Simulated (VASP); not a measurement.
VASP input:

**POSCAR**
```
Hf3N4
1.0
 -3.4166430000   3.4166430000   3.4166430000
  3.4166430000  -3.4166430000   3.4166430000
  3.4166430000   3.4166430000  -3.4166430000
Hf N
6 8
Cartesian
 -1.7083215000   2.5624822500   3.4166430000
  0.8541607500   3.4166430000   1.7083215000
  1.7083215000   0.8541607500   3.4166430000
  2.5624822500   3.4166430000  -1.7083215000
  3.4166430000  -1.7083215000   2.5624822500
  3.4166430000   1.7083215000   0.8541607500
  0.4566685034   3.8733115034  -0.4566685034
  2.1649900034   1.2516529966  -1.2516529966
  2.9599744966   2.9599744966   2.9599744966
  1.2516529966  -1.2516529966   2.1649900034
  3.8733115034  -0.4566685034   0.4566685034
 -1.2516529966   2.1649900034   1.2516529966
 -0.4566685034   0.4566685034   3.8733115034
  1.2516529966   1.2516529966   1.2516529966
```

### KPOINTS
```
Automatic mesh
0
Gamma
5 5 5
0 0 0
```

**INCAR**
```
ALGO = Normal
EDIFF = 1E-6
ENCUT = 400
GGA = PE
ISIF = 2
ISMEAR = 0
LASPH = .True.
LCHARG = .False.
LMAXMIX = 6
LREAL = Auto
LWAVE = .False.
NELM = 100
PREC = Accurate
SIGMA = 0.02
SYSTEM = Hf3N4
```

POTCAR, in this order: Hf_pv N (PBE.64 set). Program: vasp_std.

Q: Translate this PBE calculation to Ansatz.

A: One equivalent input (not run):
Ansatz 0.2 input:
```yaml
crystal:
  lattice:
    - [-3.4166430, 3.4166430, 3.4166430]
    - [3.4166430, -3.4166430, 3.4166430]
    - [3.4166430, 3.4166430, -3.4166430]
  atoms:
    - { symbol: Hf, position: [0.8750000, 0.2500000, 0.1250000] }
    - { symbol: Hf, position: [0.7500000, 0.3750000, 0.6250000] }
    - { symbol: Hf, position: [0.6250000, 0.7500000, 0.3750000] }
    - { symbol: Hf, position: [0.2500000, 0.1250000, 0.8750000] }
    - { symbol: Hf, position: [0.1250000, 0.8750000, 0.2500000] }
    - { symbol: Hf, position: [0.3750000, 0.6250000, 0.7500000] }
    - { symbol: N, position: [0.5000000, 0.0000000, 0.6336600] }
    - { symbol: N, position: [0.0000000, 0.1336600, 0.5000000] }
    - { symbol: N, position: [0.8663400, 0.8663400, 0.8663400] }
    - { symbol: N, position: [0.1336600, 0.5000000, 0.0000000] }
    - { symbol: N, position: [0.0000000, 0.6336600, 0.5000000] }
    - { symbol: N, position: [0.5000000, 0.0000000, 0.1336600] }
    - { symbol: N, position: [0.6336600, 0.5000000, 0.0000000] }
    - { symbol: N, position: [0.3663400, 0.3663400, 0.3663400] }
kpoints:
  mp_grid: { grid: [5, 5, 5] }
hamiltonian:
  xc: pbe
  pseudopotentials: { kind: paw }
scf:
  occupations: { method: gaussian, width: 0.02 }
  max_iter: 100
output: { forces: true, stress: true, eigenvalues: true }
```
The two are equivalent in intent, not identical: each code has its own PAW files, so the cut-off isn't converted (ENCUT is set for VASP's; basis.ecutwfc is left out, and Ansatz then takes the one that its files recommend); Ansatz stops its SCF on the density residual and VASP on the energy change (EDIFF).

The structure comes from a computed database's Hf3N4 entry, a phase known from measurement. The cell was not relaxed at this level.
